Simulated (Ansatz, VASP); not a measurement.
# Cross-check of SiC between VASP and Ansatz, part 2 of 2

One calculation is typed for both programs; each brings its own data sets. How far apart do they land? The cell is taken from a series of runs on this material, whose earlier steps may have relaxed, scaled, displaced or heated it; both programs get it as it stands.

VASP 6.6.1 and Ansatz 0.2.0.

So far. Step 3 (VASP: single point, LDA): The run ends at a pressure of -3.66 GPa, with forces up to 0.0022 eV/Å.

## (5) VASP: single point, r2SCAN

Level of this step: r2SCAN; plane waves and PAW (Si, C) (VASP).

A single point gives forces, pressure and levels at one fixed geometry, so differences don't come from the geometry; what else differs is listed under the comparison.

INCAR

```
SYSTEM = SiC
PREC = Accurate
ENCUT = 580
EDIFF = 1E-06
NELM = 120
ISMEAR = 0
SIGMA = 0.01
LREAL = .FALSE.
ALGO = Normal
METAGGA = R2SCAN
LASPH = .TRUE.
NBANDS = 14
LORBIT = 11
LWAVE = .FALSE.
LCHARG = .FALSE.
ISIF = 2
GGA_COMPAT = .FALSE.
EFERMI = MIDGAP
LMIXTAU = .TRUE.
```

POSCAR

```
SiC
1.0
    3.0735139282      0.0000000000      0.0000000000
   -1.5367569641      2.6617411407      0.0000000000
    0.0000000000      0.0000000000      5.0452477100
Si C
2 2
Direct
    0.3333333433      0.6666666767      0.4996024000
    0.6666666767      0.3333333433      0.9996024000
    0.3333333433      0.6666666767      0.8753976000
    0.6666666767      0.3333333433      0.3753976000
```

KPOINTS

```
Automatic mesh
0
Gamma
12 12 6
0 0 0
```

Potentials, in the order of the species: Si and C (PBE family, release 64).

The run is started by

```sh
> mpirun -np 1 vasp_std
```

Numbers of over 12 decimals in the logs are rounded to 6 here.

The log of the run:

```text
[banner, memory and clock lines left out]
running    1 mpi-ranks, on    1 nodes
[...]
[... a notice as in an earlier step ...]

 LDA part: xc-table for (None), standard interpolation
 POSCAR, INCAR and KPOINTS ok, starting setup
[...]
entering main loop
       N       E                     dE             d eps       ncg     rms          rms(c)
DAV:   1     0.252144199191E+02    0.25214E+02   -0.80713E+03  2128   0.116E+03
DAV:   2    -0.415509224352E+02   -0.66765E+02   -0.59886E+02  3000   0.184E+02
DAV:   3    -0.446287788114E+02   -0.30779E+01   -0.30595E+01  2920   0.374E+01
DAV:   4    -0.446559899819E+02   -0.27211E-01   -0.27205E-01  2464   0.430E+00
[...]
DAV:  15    -0.386402794381E+02   -0.40354E-03   -0.21991E-04  2194   0.155E-01    0.105E-02
DAV:  16    -0.386402992847E+02   -0.19847E-04   -0.62498E-06  2722   0.293E-02    0.613E-03
DAV:  17    -0.386402993702E+02   -0.85524E-07   -0.36609E-07  1442   0.634E-03
   1 F= -.38640299E+02 E0= -.38640299E+02  d E =0.000000E+00
```

From OUTCAR (step 5):

```text
  Total        0.0217542      0.0217542      0.0247432      0.0000000      0.0000000      0.0000000
  in kB        0.8444424      0.8444424      0.9604662      0.0000000      0.0000000      0.0000000
  external PRESSURE =       0.8831170 kB  Pullay stress =       0.0000000 kB

 POSITION                                       TOTAL-FORCE (eV/Angst)
 -----------------------------------------------------------------------------------
      0.00000      1.77449      2.52062         0.000000     -0.000000     -0.000403
      1.53676      0.88725      5.04324        -0.000000      0.000000     -0.000403
      0.00000      1.77449      4.41660        -0.000000      0.000000      0.000403
      1.53676      0.88725      1.89397         0.000000     -0.000000      0.000403
 -----------------------------------------------------------------------------------
    total drift:                               -0.000005     -0.000008      0.000489

  FREE ENERGIE OF THE ION-ELECTRON SYSTEM (eV)
  ---------------------------------------------------
  free  energy   TOTEN  =       -38.6402993702 eV

  energy  without entropy=      -38.6402993702  energy(sigma->0) =      -38.64029937

[... 1 part as in an earlier step ...]

[... 2 further parts left out ...]
[key lines of the parts left out:]
E-fermi :   9.4935
```

The run ends at a pressure of 0.09 GPa, with forces up to 4.0e-4 eV/Å.

## (6) Ansatz: single point, r2SCAN

The same cell, functional and mesh now go to Ansatz, which takes its cutoff from its data sets.

The cell is taken from a series of runs on this material, whose earlier steps may have relaxed, scaled, displaced or heated it; both programs get it as it stands.

input.yaml

```yaml
crystal:
  lattice:
    - [3.0735139282, 0.0, 0.0]
    - [-1.5367569641, 2.6617411407, 0.0]
    - [0.0, 0.0, 5.04524771]
  atoms:
    - { symbol: Si, position: [0.33333333, 0.66666667, 0.4996024] }
    - { symbol: Si, position: [0.66666667, 0.33333333, 0.9996024] }
    - { symbol: C, position: [0.33333333, 0.66666667, 0.8753976] }
    - { symbol: C, position: [0.66666667, 0.33333333, 0.3753976] }
kpoints:
  mp_grid: { grid: [12, 12, 6] }
  band_path:
    path:
      - [0.0, 0.0, 0.0]
      - [0.5, 0.0, 0.0]
      - [0.33333333, 0.33333333, 0.0]
      - [0.0, 0.0, 0.5]
      - [0.5, 0.0, 0.5]
      - [0.33333333, 0.33333333, 0.5]
    npoints: 1
hamiltonian:
  xc: r2scan
  pseudopotentials: { kind: paw, azcp: { folder: soft_1 } }
scf:
  occupations: { method: fixed }
  n_extra_bands: 5
output:
  eigenvalues: true
```

The run is started by

```sh
> ansatz run input.yaml --threads 3 --pin off --max-ram 92160MiB --backend cuda --events-out ev --progress --plain --runs-dir out --devices 1 --max-vram 13GiB
```

The log of the run:

```text
[...]
GPUs: using 1 of 1 available (devices: 1).
[...]
GPU FFT provider: cuFFT
GPU libraries: cuBLAS 13.8.2, cuFFT 12.4.0, cuSOLVER 12.3.4
Crystal: 4 atoms, lattice volume = 41.275 Å³
Basis set: ecut = 500 eV, 1099 PW (Γ), exchange–correlation on 96×96×160 points (64 copies of the dense FFT grid, shifted against one another)
[...]
--- Band table (eV; the first three rows and the last of 76) ---
  k-point 0: bands = [... 4 lower, 8.1647, 9.4377, 9.5506, 9.5506, 14.9269, 16.3063, 16.7478, 16.7478, ... 1 higher]
  k-point 1: bands = [... 4 lower, 8.2446, 8.6694, 9.4425, 9.4425, 15.0567, 16.7911, 16.7911, 16.8877, ... 1 higher]
  k-point 2: bands = [... 4 lower, 8.4711, 8.4711, 9.1599, 9.1599, 15.4388, 16.8055, 16.9957, 16.9957, ... 1 higher]
  k-point 75: bands = [... 4 lower, 3.7091, 3.7091, 7.7253, 7.7253, 15.1408, 15.1408, 16.1081, 16.1081, ... 1 higher]
[key lines of the parts left out:]
SCF converged after 7 iterations
Free energy (F): -1782.644316 eV
Fermi energy:    9.550618 eV
```

## (7) Side by side

What differs besides the data sets and the points named for the pairs above, as far as they apply: VASP keeps PBE cores, Ansatz makes them for the functional; the cutoff is 500 eV in Ansatz and 580 eV in VASP. Total energies have different zeros and are not compared.

Compared:

```csv
quantity,Ansatz,VASP,difference
gap on the k mesh (eV),2.648,2.656,-0.009
```

A gap on the mesh is an upper bound, since the band edges may lie between its points.

## (8) What came out

```
difference in gap on the k mesh (single point, LDA)    : 0.0089 eV
difference in gap on the k mesh (single point, r2SCAN) : -0.0087 eV
```

**Reading.** The difference in gap on the k mesh is 0.0089 eV (single point, LDA), within the 0.08 eV picked in this series as the mark of a large difference. How closely two codes agree says nothing of how well the functional describes the real material.

[Lines on the potential files, build, host, timing and source positions are cut from VASP's logs without a mark.]

[Logs are printed without paths, hosts, clocks, repeated set-up lines and the standing remarks that a program may print on its own settings, such as how far it seeks lower states.]

[Hosts, paths, dates, database ids (printed as entryN), source tags and the programs' standing remarks are cut or masked in the printed files.]
